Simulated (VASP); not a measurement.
The system is YHSe.

```
Y H Se
1.0
     3.84093    0.00000    0.00000
    -1.92047    3.32634    0.00000
     0.00000    0.00000    3.91555
Y H Se
1 1 1
Direct
  0.00000 0.00000 0.00000
  0.33333 0.66667 0.00000
  0.66667 0.33333 0.50000
```

The cell comes from a database or a generator and needn't be the stable form of this composition.

- Program: VASP 6.6.1
- Task: relaxation of cell and atoms
- Functional: LDA
- Potentials or basis: VASP PAW LDA potentials, release 64 (Y_sv, H, Se)
- Cutoff: 600 eV
- k mesh: 9 × 9 × 8
- Occupations: gaussian, width 0.02 eV
- Spin: no spin polarisation

At the start: pressure -5.5 GPa; volume 16.68 Å³/atom.

How do energy, volume and symmetry change on relaxing?

Over 8 steps the energy falls by 19.3 meV/atom and the volume is 15.62 Å³/atom (-6.3 %); space group P-6m2 (No. 187, to 0.05 Å).

The path:
| step | energy change (eV) | largest force (eV/Å) | pressure (GPa) | volume (Å³) |
| --- | --- | --- | --- | --- |
| 1 | 0.0000 | 0.0000 | -5.51 | 50.03 |
| 2 | -0.0528 | 0.0000 | 1.89 | 45.99 |
| 3 | -0.0579 | 0.0000 | 0.02 | 46.85 |
| 4 | -0.0578 | 0.0000 | -0.11 | 46.91 |
| 5 | -0.0580 | 0.0000 | -0.12 | 46.92 |
| 6 | -0.0580 | 0.0000 | -0.12 | 46.92 |
| 7 | -0.0580 | 0.0000 | 0.06 | 46.83 |
| 8 | -0.0580 | 0.0000 | 0.02 | 46.86 |

Final structure:
```cif
data_structure
_symmetry_space_group_name_H-M 'P 1'
_symmetry_Int_Tables_number 1
_cell_length_a 3.7653
_cell_length_b 3.7653
_cell_length_c 3.8166
_cell_angle_alpha 90.000
_cell_angle_beta 90.000
_cell_angle_gamma 120.000
_cell_volume 46.86
loop_
_atom_site_label
_atom_site_type_symbol
_atom_site_fract_x
_atom_site_fract_y
_atom_site_fract_z
_atom_site_occupancy
Y1 Y 0.00000 0.00000 0.00000 1
H1 H 0.33333 0.66667 0.00000 1
Se1 Se 0.66667 0.33333 0.50000 1
```
